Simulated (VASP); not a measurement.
Input for VASP

### INCAR
```
! general
SYSTEM  =CoSi2
PREC    =Accurate
ENCUT   =520
LREAL   =.FALSE.
LASPH   =.TRUE.

! electronic loop
EDIFF   =1E-7
NELM    =100   ! most electronic steps
ALGO    =Normal
LMAXMIX =4   ! l cut-off of mixed one-centre charges

! smearing
ISMEAR  =1   ! Methfessel-Paxton
SIGMA   =0.1   ! width (eV)

! functional
GGA     =MK
LUSE_VDW=.TRUE.
AGGAC   =0.0
PARAM1  =0.1234
PARAM2  =1.0

! ions
ISIF    =2   ! forces and stress, cell fixed

! output
LWAVE   =.FALSE.
LCHARG  =.FALSE.
```

**KPOINTS**
```
Automatic mesh
0
Gamma
10 10 10
0 0 0
```

### POSCAR
```
CoSi2
1
    0.0000000000     2.7258373118     2.7258373118
    2.7258373118     0.0000000000     2.7258373118
    2.7258373118     2.7258373118     0.0000000000
Co Si
1 2
Direct
  0.0000000000   0.0000000000   0.0000000000
  0.2500000000   0.2500000000   0.2500000000
  0.7500000000   0.7500000000   0.7500000000
```

POTCAR, in this order: Co Si (PBE.64 set). Program: vasp_std.

Question: Translate this optB86b-vdW calculation to Quantum ESPRESSO's pw.x.

Answer: One equivalent input (not run):
```
&CONTROL
  calculation = 'scf'
  pseudo_dir = './pseudo'
  outdir = './out'
  tprnfor = .true.
  tstress = .true.
/
&SYSTEM
  ibrav = 0
  nat = 3
  ntyp = 2
  ecutwfc = 96
  occupations = 'smearing'
  smearing = 'methfessel-paxton'
  degauss = 0.00735
  input_dft = 'vdw-df-ob86'
/
&ELECTRONS
  conv_thr = 7.3e-09
  electron_maxstep = 100
/
ATOMIC_SPECIES
  Co 58.933 Co.upf
  Si 28.085 Si.upf
CELL_PARAMETERS angstrom
     0.0000000    2.7258373    2.7258373
     2.7258373    0.0000000    2.7258373
     2.7258373    2.7258373    0.0000000
ATOMIC_POSITIONS crystal
  Co   0.0000000  0.0000000  0.0000000
  Si   0.2500000  0.2500000  0.2500000
  Si   0.7500000  0.7500000  0.7500000
K_POINTS automatic
  10 10 10 0 0 0
```
Limits of the translation: the potentials are each code's own (VASP's PAW set, PseudoDojo norm-conserving files in pw.x), so ENCUT and ecutwfc are chosen apart and not converted; conv_thr bounds pw.x's estimated SCF error, while EDIFF bounds the energy change between steps.

The compound is CoSi2 in the fluorite structure. This cell is one point of a volume scan, at 1.06 of the reference volume.
